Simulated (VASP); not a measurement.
# MgBe: structure and properties in VASP, part 3 of 4

Aim: relax MgBe, then compute properties on the relaxed cell. The cell is generated by rule, not measured, and may not be a known phase.

VASP 6.6.1; rev-vdW-DF2; plane waves and PAW (Mg, Be); invented cell.

So far. Step 3 (Second relaxation): It ends with a largest force of 0.001 eV/Å and a pressure of 0.00 GPa. Step 4 (Density, ELF and potential (rev-vdW-DF2)): In this run the pressure is 0.00 GPa, small enough to go on. The relaxed cell has a = 4.707, c = 3.980 Å (conventional setting).

## Step 5: Band structure (rev-vdW-DF2)

Levels along the symmetry lines show where the bands peak and cross; KPOINTS_OPT computes them in the converged potential.

The input, INCAR:

```
SYSTEM = MgBe
PREC = Accurate
ENCUT = 400
EDIFF = 1E-06
NELM = 100
ISMEAR = 1
SIGMA = 0.2
LREAL = .FALSE.
ALGO = Normal
GGA = MK
AGGAC = 0
LUSE_VDW = .TRUE.
PARAM1 = 0.1234
PARAM2 = 0.711357
ZAB_VDW = -1.8867
LASPH = .TRUE.
LORBIT = 11
LWAVE = .FALSE.
LCHARG = .FALSE.
KPAR = 2
```

The input, POSCAR:

```
MgBe
1.0
    4.7070382268      0.0000000000      0.0000000000
    0.0000000000      4.7070382268      0.0000000000
    0.0000000000      0.0000000000      3.9801488218
Mg Be
2 2
Direct
    0.5000000000      0.0000000000      0.5361805287
    0.0000000000      0.5000000000      0.5361805287
    0.5000000000      0.5000000000      0.7890636993
    0.5000000000      0.5000000000      0.2951446932
```

The input, KPOINTS:

```
Automatic mesh
0
Gamma
6 6 7
0 0 0
```

The input, KPOINTS_OPT:

```
Line mode
16
Line-mode
Reciprocal
  0.00000000   0.00000000   0.00000000 GAMMA
  0.00000000   0.50000000   0.00000000 X

  0.00000000   0.50000000   0.00000000 X
  0.50000000   0.50000000   0.00000000 M

  0.50000000   0.50000000   0.00000000 M
  0.00000000   0.00000000   0.00000000 GAMMA

  0.00000000   0.00000000   0.00000000 GAMMA
  0.00000000   0.00000000   0.50000000 Z

  0.00000000   0.00000000   0.50000000 Z
  0.00000000   0.50000000   0.50000000 R

  0.00000000   0.50000000   0.50000000 R
  0.50000000   0.50000000   0.50000000 A

  0.50000000   0.50000000   0.50000000 A
  0.00000000   0.00000000   0.50000000 Z

  0.00000000   0.50000000   0.00000000 X
  0.00000000   0.50000000   0.50000000 R

  0.50000000   0.50000000   0.00000000 M
  0.50000000   0.50000000   0.50000000 A
```

Potentials, in the order of the species: Mg and Be (PBE family, release 64).

The run is started by

```bash
$ mpirun -np 2 vasp_std
```

Output:

```text
[... set-up lines as in an earlier step ...]
 entering main loop
       N       E                     dE             d eps       ncg     rms          rms(c)
[... 3 cycles as in an earlier step ...]
DAV:   4    -0.750206462906E+01   -0.19694E-02   -0.19694E-02  1080   0.956E-01
[... 4 cycles as in an earlier step ...]
DAV:   9    -0.491291724532E+01   -0.17556E-02   -0.11200E-02   848   0.857E-01    0.926E-02
DAV:  10    -0.491272201835E+01    0.19523E-03   -0.91236E-04   880   0.167E-01    0.419E-02
DAV:  11    -0.491268238476E+01    0.39634E-04   -0.39980E-04   776   0.931E-02    0.750E-03
DAV:  12    -0.491268668076E+01   -0.42960E-05   -0.21035E-05   952   0.309E-02    0.437E-03
DAV:  13    -0.491268677196E+01   -0.91199E-07   -0.77850E-06   784   0.115E-02
   1 F= -.49126868E+01 E0= -.49122782E+01  d E =-.122560E-02
 Start KPOINTS_OPT (optional k-point list driver)
k-point batch [1-40\144]
       N       E                     dE             ncg
DAV:   1    -0.653098793855E+01   -0.51744E+04      640
DAV:   2    -0.445601778659E+03   -0.43907E+03      928
DAV:   3    -0.464032873088E+03   -0.18431E+02      936
DAV:   4    -0.464336909750E+03   -0.30404E+00     1048
DAV:   5    -0.464337019893E+03   -0.11014E-03      952
DAV:   6    -0.464337020387E+03   -0.49406E-06     1048
[...]
k-point batch [121-144\144]
       N       E                     dE             ncg
DAV:   1     0.269410993768E+04   -0.53894E+04      384
DAV:   2     0.245399147241E+04   -0.24012E+03      536
DAV:   3     0.244778832266E+04   -0.62031E+01      512
DAV:   4     0.244775202026E+04   -0.36302E-01      552
DAV:   5     0.244775169895E+04   -0.32130E-03      528
DAV:   6     0.244775169418E+04   -0.47754E-05      528
DAV:   7     0.244775169409E+04   -0.93237E-07      536
```

It took 36 s on 2 MPI ranks of Intel Xeon 6975P-C (Granite Rapids), shared host; peak memory 0.75 GiB; 69 s of CPU time.

Parts of OUTCAR (step 5):

```text
   NELECT =       8.0000    total number of electrons

 E-fermi :   1.2341

Total vdW correction in eV:      2.0711633

  Total        0.0050215      0.0050215     -0.0036260      0.0000000     -0.0000000      0.0000000
  in kB        0.0912331      0.0912331     -0.0658779      0.0000000     -0.0000000      0.0000000
  external PRESSURE =       0.0388627 kB  Pullay stress =       0.0000000 kB

 POSITION                                       TOTAL-FORCE (eV/Angst)
 -----------------------------------------------------------------------------------
      2.35352      0.00000      2.13408         0.000000     -0.000000      0.000088
      0.00000      2.35352      2.13408         0.000000     -0.000000      0.000088
      2.35352      2.35352      3.14059         0.000000      0.000000      0.001300
      2.35352      2.35352      1.17472         0.000000      0.000000     -0.001477
 -----------------------------------------------------------------------------------
    total drift:                                0.000000     -0.000000     -0.000020

Total vdW correction in eV:      2.0710350

[... 18 parts as in an earlier step ...]

[... 2 further parts left out ...]
```

Electronic bands along the path, in eV, zero at the Fermi level; # counts the bands kept:

```tsv
point	#1	#2	#3	#4	#5	#6
Γ	-6.50	-1.15	-1.15	-0.33	0.89	1.56
0.53 of the way	-6.14	-2.87	-0.93	-0.20	1.55	3.29
X	-5.64	-3.95	-0.70	-0.11	2.30	2.89
0.53 of the way	-5.30	-3.61	-2.20	0.03	0.26	4.25
M	-4.84	-3.20	-3.20	-0.83	0.11	4.86
0.47 of the way	-5.78	-2.56	-2.56	-0.07	1.21	3.62
Γ	-6.50	-1.15	-1.15	-0.33	0.89	1.56
0.47 of the way	-6.10	-1.84	-0.71	-0.71	1.13	2.08
Z	-5.23	-3.56	0.31	0.31	1.69	2.10
0.53 of the way	-4.90	-3.26	-1.38	0.24	0.53	2.30
R	-4.50	-2.89	-2.36	-0.72	0.77	2.50
0.53 of the way	-4.20	-2.60	-1.99	-0.64	-0.44	0.80
A	-3.86	-2.26	-1.52	-1.52	-0.12	-0.12
0.47 of the way	-4.59	-2.96	-1.18	-0.91	0.50	0.51
Z	-5.23	-3.56	0.31	0.31	1.69	2.10
jump to X	-5.64	-3.95	-0.70	-0.11	2.30	2.89
0.53 of the way	-5.18	-3.34	-1.64	-0.13	1.18	2.77
R	-4.50	-2.89	-2.36	-0.72	0.77	2.50
jump to M	-4.84	-3.20	-3.20	-0.83	0.11	4.86
0.53 of the way	-4.43	-2.58	-2.58	-1.18	-0.29	1.86
A	-3.86	-2.26	-1.52	-1.52	-0.12	-0.12
```

Of the projections kept (Mg, Be), the largest for each band there; the rest of the weight can lie on other orbitals:

```tsv
point	#1	#2	#3	#4	#5	#6
Γ	Be 0.72	Be 0.75	Be 0.75	Be 0.97	Be 0.80	Mg 1.00
X	Be 0.80	Mg 0.56	Be 0.79	Be 0.98	Mg 0.51	Be 0.67
M	Be 0.89	Mg 0.50	Mg 0.50	Mg 1.00	Be 0.99	Be 0.63
Γ	Be 0.72	Be 0.75	Be 0.75	Be 0.97	Be 0.80	Mg 1.00
Z	Be 0.70	Be 0.91	Be 0.66	Be 0.66	Be 0.75	Be 0.91
R	Be 0.79	Be 0.95	Mg 0.64	Be 0.67	Be 0.71	Be 0.93
```

The electronic bands as a text plot (rows in eV):

```
    4.6 |         ***                                      *
    4.1 |        *   **
    3.7 |       *      *                                    *
    3.2 |  ***          *                               *
    2.7 |     **               **                   ** * **
    2.3 | *  **          *    *  * *****            ***      *
    1.8 |*  *  *        ******  ***     *         **
    1.3 | **           *  *   **         *       *     *      *
    0.8 |*      *          ***     * ***        *         *    *
    0.4 |             *          ****   * *    *   *    **
   -0.1 |*******************   ** *  *   * ****   * *  * * ** ***
   -0.6 |    **   ****      * *    *  *****     **  ***   ****
   -1.1 |****  *           ***      *     *    **     *      *
   -1.5 |       *        **                *****       *      * *
   -2.0 | *             **    *      *   **             *      **
   -2.5 |  *     *     *              *** *****          **   *
   -2.9 |         *****        *     *****     **       * ****
   -3.4 |   *    ****           *****            ***   *
   -3.9 |    ****                          ***      ***        **
   -4.4 |                             *****   **          *  **
   -4.8 |         ***               **          **      ** **
   -5.3 |       **   **         ****              **  **
   -5.8 |   ****       *       *                    **
   -6.3 |***            *******
         Γ    X    M       Γ     Z     R    A      Z|X   R|M    A
```

There is no gap at this level.

Of the bands kept, 4 cross the Fermi level on this path.

## Step 6: Density of states (rev-vdW-DF2)

Here the states are counted by energy and projected on the atoms. The mesh is finer than in the run before.

INCAR, as its differences from that of step 5:

```diff
@@ -5,3 +5,3 @@
 NELM = 100
-ISMEAR = 1
+ISMEAR = -5
 SIGMA = 0.2
@@ -20 +20,2 @@
 KPAR = 2
+NEDOS = 2001
```

POSCAR is that of step 5.

The input, KPOINTS:

```
Automatic mesh
0
Gamma
9 9 10
0 0 0
```

The run is started by

```bash
$ mpirun -np 2 vasp_std
```

Output:

```text
[... set-up lines as in an earlier step ...]
 entering main loop
       N       E                     dE             d eps       ncg     rms          rms(c)
DAV:   1     0.841783268507E+01    0.84178E+01   -0.24616E+03  1440   0.598E+02
DAV:   2    -0.705741927848E+01   -0.15475E+02   -0.15161E+02  2040   0.671E+01
DAV:   3    -0.750499980020E+01   -0.44758E+00   -0.44742E+00  1936   0.151E+01
DAV:   4    -0.750721692815E+01   -0.22171E-02   -0.21604E-02  2376   0.107E+00
DAV:   5    -0.750722025052E+01   -0.33224E-05   -0.32275E-05  2016   0.317E-02    0.497E+00
DAV:   6    -0.517692465628E+01    0.23303E+01   -0.59693E+00  1664   0.102E+01    0.192E+00
DAV:   7    -0.491931871947E+01    0.25761E+00   -0.24063E+00  1920   0.605E+00    0.587E-01
DAV:   8    -0.491223556777E+01    0.70832E-02   -0.21095E-01  1592   0.207E+00    0.383E-01
DAV:   9    -0.491266623247E+01   -0.43066E-03   -0.13368E-02  1824   0.860E-01    0.153E-01
DAV:  10    -0.491298918627E+01   -0.32295E-03   -0.75592E-03  1840   0.358E-01    0.279E-02
DAV:  11    -0.491305625106E+01   -0.67065E-04   -0.28332E-04  1784   0.116E-01    0.127E-02
DAV:  12    -0.491314843352E+01   -0.92182E-04   -0.30058E-05  2160   0.308E-02    0.142E-03
DAV:  13    -0.491313061953E+01    0.17814E-04   -0.11815E-06  1528   0.676E-03    0.129E-03
DAV:  14    -0.491313830728E+01   -0.76877E-05   -0.19777E-07  1112   0.254E-03    0.532E-04
DAV:  15    -0.491314868209E+01   -0.10375E-04   -0.22639E-07  1016   0.204E-03    0.231E-04
DAV:  16    -0.491314595986E+01    0.27222E-05   -0.25571E-08   928   0.109E-03    0.489E-05
DAV:  17    -0.491314598013E+01   -0.20274E-07   -0.95732E-10   880   0.284E-04
   1 F= -.49131460E+01 E0= -.49131460E+01  d E =0.000000E+00
 -----------------------------------------------------------------------------
|                                                                             |
|           W    W    AA    RRRRR   N    N  II  N    N   GGGG   !!!           |
|           W    W   A  A   R    R  NN   N  II  NN   N  G    G  !!!           |
|           W    W  A    A  R    R  N N  N  II  N N  N  G       !!!           |
|           W WW W  AAAAAA  RRRRR   N  N N  II  N  N N  G  GGG   !            |
|           WW  WW  A    A  R   R   N   NN  II  N   NN  G    G                |
|           W    W  A    A  R    R  N    N  II  N    N   GGGG   !!!           |
|                                                                             |
|     Tetrahedron method does not include variations of the Fermi             |
|     occupations, so forces and stress will be inaccurate. We suggest        |
|     using a different smearing scheme ISMEAR = 1 or 2 for metals in         |
|     relaxations.                                                            |
|                                                                             |
 -----------------------------------------------------------------------------
```

Wall time 57 s (2 MPI ranks); peak memory 0.77 GiB.

Parts of OUTCAR (step 6):

```text
   k-points           NKPTS =     90   k-points in BZ     NKDIM =     90   number of bands    NBANDS=      8

   NELECT =       8.0000    total number of electrons

 E-fermi :   1.2192

 k-point     1 :       0.0000    0.0000    0.0000
  band No.  band energies     occupation
      1      -5.2505      2.00000
      2       0.1017      2.00000
      3       0.1017      2.00000
      4       0.9363      2.00000
      5       2.1322      0.00000
      6       2.7969      0.00000
      7       4.2029      0.00000
      8       7.3919      0.00000

Total vdW correction in eV:      2.0735379

  Total       -0.0373293     -0.0373293      0.0574805      0.0000000      0.0000000      0.0000000
  in kB       -0.6782132     -0.6782132      1.0443260      0.0000000      0.0000000      0.0000000
  external PRESSURE =      -0.1040335 kB  Pullay stress =       0.0000000 kB

 POSITION                                       TOTAL-FORCE (eV/Angst)
 -----------------------------------------------------------------------------------
      2.35352      0.00000      2.13408         0.000000      0.000000     -0.000423
      0.00000      2.35352      2.13408         0.000000      0.000000     -0.000423
      2.35352      2.35352      3.14059         0.000000      0.000000      0.056197
      2.35352      2.35352      1.17472         0.000000     -0.000000     -0.055352
 -----------------------------------------------------------------------------------
    total drift:                                0.000000     -0.000000     -0.000005

  FREE ENERGIE OF THE ION-ELECTRON SYSTEM (eV)
  ---------------------------------------------------
  free  energy   TOTEN  =        -4.9131459801 eV

  energy  without entropy=       -4.9131459801  energy(sigma->0) =       -4.91314598

Total vdW correction in eV:      2.0735399

[... 6 parts as in an earlier step ...]

[... 10 further parts left out ...]
```

With tetrahedra the forces and stress of a metal are not exact derivatives of the energy.

This step gave:

```yaml
scf_cycles: 17
irreducible_k_points: 90
fermi_energy: 1.219 eV
pressure: -0.01040 GPa
dos_at_the_fermi_level: 1.402 states/eV/cell
```

The density of states has structure finer than the step of the table below, so its rows give means over 0.5 eV, whole bins alone (the curve runs from -8.47 to 3.05 eV). Peaks (eV: height): total -0.19: 2.28, 1.89: 2.34, 2.58: 2.10, 2.91: 2.17; Be p -0.19: 0.760, 1.89: 0.263, 2.88: 0.290; Be s -5.60: 0.368, -2.64: 0.212, 1.86: 0.112, 2.88: 0.0778; Mg p -1.05: 0.09, -0.09: 0.0882, 1.89: 0.0994, 3.01: 0.121.

States under -8.5 eV and over 3.0 eV are left out. The density of states by energy, zero at the Fermi level; means over each step; values in states/eV/cell:

```tsv
energy (eV)	total	Be p	Be s	Mg p
-7.0	0	0	0	0
-6.5	0.0943	9.9e-4	0.0226	1.8e-4
-6.0	0.647	0.0117	0.162	0.00476
-5.5	1.23	0.0366	0.331	0.0186
-5.0	1.23	0.0652	0.334	0.0264
-4.5	0.676	0.0558	0.184	0.0204
-4.0	0.163	0.0173	0.0365	0.00634
-3.5	0.559	0.0603	0.0179	0.0101
-3.0	1.43	0.169	0.118	0.0306
-2.5	1.91	0.260	0.205	0.0487
-2.0	1.77	0.287	0.141	0.0512
-1.5	1.66	0.328	0.111	0.0601
-1.0	1.73	0.404	0.0906	0.0764
-0.5	1.88	0.551	0.0656	0.0783
0.0	1.58	0.423	0.0248	0.0781
0.5	1.02	0.141	0.00957	0.0683
1.0	1.03	0.121	0.0197	0.0611
1.5	1.51	0.176	0.0646	0.0702
2.0	1.79	0.218	0.0697	0.0787
2.5	1.75	0.244	0.0517	0.0808
```

Force by atom:

```tsv
atom	x (eV/Å)	y (eV/Å)	z (eV/Å)	size
Mg1	0.0000	0.0000	-0.0004	0.0004
Mg2	0.0000	0.0000	-0.0004	0.0004
Be3	0.0000	0.0000	0.0562	0.0562
Be4	0.0000	0.0000	-0.0554	0.0554
```

The finer mesh and the other smearing move the Fermi level by -0.01 eV from the 6×6×7 run, a small shift, which tests the Fermi level alone.

## Step 7: Core-level energies (rev-vdW-DF2)

Core levels shift with the potential at each site, so they tell like atoms on unlike sites apart.

INCAR, as its differences from that of step 6:

```diff
@@ -5,3 +5,3 @@
 NELM = 100
-ISMEAR = -5
+ISMEAR = 1
 SIGMA = 0.2
@@ -20,2 +20,2 @@
 KPAR = 2
-NEDOS = 2001
+ICORELEVEL = 1
```

POSCAR is that of step 6.

The input, KPOINTS:

```
Automatic mesh
0
Gamma
6 6 7
0 0 0
```

The run is started by

```bash
$ mpirun -np 2 vasp_std
```

Output:

```text
[... set-up lines as in an earlier step ...]
 entering main loop
       N       E                     dE             d eps       ncg     rms          rms(c)
[... 13 cycles as in an earlier step ...]
   1 F= -.49126868E+01 E0= -.49122782E+01  d E =-.122560E-02
```

Elapsed: 37 s, on 2 MPI ranks; peak memory 0.72 GiB.

OUTCAR, selected parts (step 7):

```text
   NELECT =       8.0000    total number of electrons

 the core state eigenenergies are
   1-  1s  -1253.9209  2s    -74.2903  2p    -41.0444
   2-  1s  -1253.9209  2s    -74.2903  2p    -41.0444
   3-  1s    -97.6658
   4-  1s    -97.6108

 E-fermi :   1.2341

Total vdW correction in eV:      2.0711633

Total vdW correction in eV:      2.0710350

[... 19 parts as in an earlier step ...]

[... 2 further parts left out ...]
```

These are scalar-relativistic Kohn-Sham levels of the ground state, with no core hole, so they are not binding energies.

This step gave:

```yaml
scf_cycles: 13
irreducible_k_points: 40
fermi_energy: 1.234 eV
pressure: 0.003886 GPa
```

Kohn-Sham core levels. Core levels, by row:

```tsv
atom	shell	level below the Fermi level (eV)
Mg1	1s	1255
Mg1	2s	75.52
Mg1	2p	42.28
Mg2	1s	1255
Mg2	2s	75.52
Mg2	2p	42.28
Be3	1s	98.9
Be4	1s	98.84
```

Atoms of one element give levels within 0.1 eV of each other.

[end of part 3 of 4]

[Lines on the potential files, build, host, timing and source positions are cut from VASP's logs without a mark.]

[Logs are printed without paths, hosts, clocks, repeated set-up lines and the standing remarks that a program may print on its own settings, such as how far it seeks lower states.]

[Hosts, paths, dates, database ids (printed as entryN), source tags and the programs' standing remarks are cut or masked in the printed files.]

[A measured line is paired with the nearest computed mode of its activity, which favours agreement.]
